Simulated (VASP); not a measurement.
Calculation: r2SCAN meta-GGA, VASP's PBE PAW potentials (set 64) (plane waves; VASP).

Input for VASP

**POSCAR**
```
Li
3.490
 -0.5000000000   0.5000000000   0.5000000000
  0.5000000000  -0.5000000000   0.5000000000
  0.5000000000   0.5000000000  -0.5000000000
Li
1
Cart
  0.0000000000   0.0000000000   0.0000000000
```

**INCAR**
```
# general
SYSTEM  = Li
PREC    = Accurate
ENCUT   = 520
LREAL   = .FALSE.
LASPH   = .TRUE.

# electronic loop
EDIFF   = 1E-6
NELM    = 100
ALGO    = Normal
LMIXTAU = .TRUE.

# smearing
ISMEAR  = 1
SIGMA   = 0.1

# functional
METAGGA = R2SCAN

# ions
ISIF    = 2

# output
LWAVE   = .FALSE.
LCHARG  = .FALSE.
```

File KPOINTS:
```
Automatic mesh
0
Gamma
13 13 13
0 0 0
```

POTCAR, in this order: Li_sv (PBE.64 set). Program: vasp_std.

Output

**OUTCAR**
```
 ion  position               nearest neighbor table
   1  0.000  0.000  0.000-
  LATTYP: Found a body centered cubic cell.
 ALAT       =     3.4900000000
 Subroutine PRICEL returns:
 Original cell was already a primitive cell.
 Subroutine GETGRP returns: Found 48 space group operations
The static configuration has the point symmetry O_h .
The dynamic configuration has the point symmetry O_h .
 Subroutine INISYM returns: Found 48 space group operations
 Subroutine IBZKPT returns following result:
 Found     84 irreducible k-points:

 Following reciprocal coordinates:
            Coordinates               Weight
  0.000000  0.000000  0.000000      1.000000
  0.076923  0.000000  0.000000     12.000000
  0.153846  0.000000  0.000000     12.000000
  0.230769  0.000000  0.000000     12.000000
  0.307692  0.000000  0.000000     12.000000
  0.384615  0.000000  0.000000     12.000000
  0.461538  0.000000  0.000000     12.000000
  0.076923  0.076923  0.000000     24.000000
  0.153846  0.076923 -0.000000     48.000000
  0.230769  0.076923  0.000000     48.000000
  0.307692  0.076923 -0.000000     48.000000
  0.384615  0.076923  0.000000     48.000000
  0.461538  0.076923  0.000000     24.000000
  0.153846  0.153846  0.000000     24.000000
  0.230769  0.153846  0.000000     48.000000
  0.307692  0.153846  0.000000     48.000000
  0.384615  0.153846  0.000000     48.000000
  0.230769  0.230769  0.000000     24.000000
  0.307692  0.230769  0.000000     48.000000
  0.384615  0.230769  0.000000     24.000000
  0.307692  0.307692  0.000000     24.000000
  0.076923  0.076923  0.076923      8.000000
  0.153846  0.076923  0.076923     24.000000
  0.230769  0.076923  0.076923     24.000000
  0.307692  0.076923  0.076923     24.000000
  0.384615  0.076923  0.076923     24.000000
 -0.076923  0.076923  0.076923      6.000000
  0.153846  0.153846  0.076923     24.000000
  0.230769  0.153846  0.076923     48.000000
  0.307692  0.153846  0.076923     48.000000
  0.384615  0.153846  0.076923     24.000000
 -0.153846  0.153846  0.076923     24.000000
  0.230769  0.230769  0.076923     24.000000
  0.307692  0.230769  0.076923     48.000000
 -0.230769  0.230769  0.076923     24.000000
 -0.153846  0.230769  0.076923     24.000000
  0.307692  0.307692  0.076923      8.000000
 -0.307692  0.307692  0.076923     24.000000
 -0.230769  0.307692  0.076923     48.000000
 -0.384615  0.384615  0.076923     24.000000
   k-points           NKPTS =     84   k-points in BZ     NKDIM =     84   number of bands    NBANDS=      5
   number of dos      NEDOS =    301   number of ions     NIONS =      1
   total plane-waves  NPLWV =  13824
   dimension x,y,z NGX =    24 NGY =   24 NGZ =   24
   dimension x,y,z NGXF=    48 NGYF=   48 NGZF=   48
   ions per type =               1
   PREC   = accura    normal or accurate (medium, high low for compatibility)
   ISTART =      0    job   : 0-new  1-cont  2-samecut
   ICHARG =      2    charge: 1-file 2-atom 10-const
   ISPIN  =      1    spin polarized calculation?
   LNONCOLLINEAR =      F non collinear calculations
   LSORBIT =      F    spin-orbit coupling
   INIWAV =      1    electr: 0-lowe 1-rand  2-diag
   ENCUT  =  520.0 eV  38.22 Ry    6.18 a.u.   5.62  5.62  5.62*2*pi/ulx,y,z
   NELM   =    100;   NELMIN=  2; NELMDL= -5     # of ELM steps
   EDIFF  = 0.1E-05   stopping-criterion for ELM
   LREAL  =      F    real-space projection
   NLSPLINE    = F    spline interpolate recip. space projectors
   LMAXMIX     =    2 max onsite mixed and CHGCAR
   VOSKOWN=      0    Vosko Wilk Nusair interpolation
...
```

OSZICAR:
```
       N       E                     dE             d eps       ncg     rms          rms(c)
DAV:   1     0.784153204046E-01    0.78415E-01   -0.72604E+02   845   0.427E+02
DAV:   2    -0.253668078731E+01   -0.26151E+01   -0.25374E+01  1200   0.635E+01
DAV:   3    -0.265407023708E+01   -0.11739E+00   -0.11737E+00  1045   0.972E+00
DAV:   4    -0.265724179282E+01   -0.31716E-02   -0.31506E-02  1140   0.144E+00
DAV:   5    -0.265726761875E+01   -0.25826E-04   -0.25826E-04  1035   0.122E-01    0.118E-01
DAV:   6    -0.225383143177E+01    0.40344E+00   -0.15569E-01  1200   0.272E+00    0.348E-01
DAV:   7    -0.222423144327E+01    0.29600E-01   -0.10066E-02  1135   0.119E+00    0.272E-01
DAV:   8    -0.237642868699E+01   -0.15220E+00   -0.37618E-02   960   0.302E+00    0.106E-01
DAV:   9    -0.238751417408E+01   -0.11085E-01   -0.10620E-02   885   0.141E+00    0.317E-02
DAV:  10    -0.238262113845E+01    0.48930E-02   -0.99292E-03   840   0.177E+00    0.362E-02
DAV:  11    -0.238678694047E+01   -0.41658E-02   -0.65013E-03   840   0.138E+00    0.865E-03
DAV:  12    -0.238211689326E+01    0.46700E-02   -0.22761E-03   840   0.717E-01    0.132E-02
DAV:  13    -0.238216237830E+01   -0.45485E-04   -0.83914E-05  1170   0.156E-01    0.157E-02
DAV:  14    -0.238221333161E+01   -0.50953E-04   -0.80849E-06  1035   0.438E-02    0.160E-02
DAV:  15    -0.238232214537E+01   -0.10881E-03   -0.71597E-05   985   0.829E-02    0.141E-02
DAV:  16    -0.238233514124E+01   -0.12996E-04   -0.27767E-06   955   0.238E-02    0.147E-02
DAV:  17    -0.238233861159E+01   -0.34704E-05   -0.78372E-08   830   0.473E-03    0.149E-02
DAV:  18    -0.238259328252E+01   -0.25467E-03   -0.38331E-04   900   0.156E-01    0.677E-03
DAV:  19    -0.238265841085E+01   -0.65128E-04   -0.58844E-05  1015   0.694E-02    0.183E-03
DAV:  20    -0.238263999371E+01    0.18417E-04   -0.13179E-06   865   0.141E-02    0.134E-03
DAV:  21    -0.238265037415E+01   -0.10380E-04   -0.98662E-07   960   0.103E-02    0.942E-04
DAV:  22    -0.238262494568E+01    0.25428E-04   -0.41385E-06   875   0.173E-02    0.531E-04
DAV:  23    -0.238262378926E+01    0.11564E-05   -0.75978E-08   545   0.401E-03    0.271E-04
DAV:  24    -0.238262332640E+01    0.46286E-06   -0.65589E-08   435   0.345E-03
   1 F= -.23826233E+01 E0= -.23825935E+01  d E =-.896250E-04
```

**OUTCAR**
```
------------------------ aborting loop because EDIFF is reached ----------------------------------------
  FORCE on cell =-STRESS in cart. coord.  units (eV):
  Direction    XX          YY          ZZ          XY          YZ          ZX
  --------------------------------------------------------------------------------------
  Total       -0.0570213     -0.0570213     -0.0570213      0.0000000      0.0000000     -0.0000000
  in kB       -4.2983446     -4.2983446     -4.2983446      0.0000000      0.0000000     -0.0000000
  external PRESSURE =      -4.2983446 kB  Pullay stress =       0.0000000 kB
  volume of cell :       21.25
      direct lattice vectors                 reciprocal lattice vectors
    -1.745000000  1.745000000  1.745000000     0.000000000  0.286532951  0.286532951
     1.745000000 -1.745000000  1.745000000     0.286532951  0.000000000  0.286532951
     1.745000000  1.745000000 -1.745000000     0.286532951  0.286532951  0.000000000
 POSITION                                       TOTAL-FORCE (eV/Angst)
 -----------------------------------------------------------------------------------
      0.00000      0.00000      0.00000         0.000000      0.000000      0.000000
 -----------------------------------------------------------------------------------
    total drift:                               -0.000000     -0.000000      0.000000
  FREE ENERGIE OF THE ION-ELECTRON SYSTEM (eV)
  ---------------------------------------------------
  free  energy   TOTEN  =        -2.3826233264 eV

  energy  without entropy=       -2.3825337014  energy(sigma->0) =       -2.38259345
```
(Selected blocks of OUTCAR.)

The compound is Li in the bcc structure. The cell was not relaxed at this level. The run is one of a series of settings (GGA removed, LMIXTAU = .TRUE., METAGGA = R2SCAN against the base run), some of them coarse on purpose.
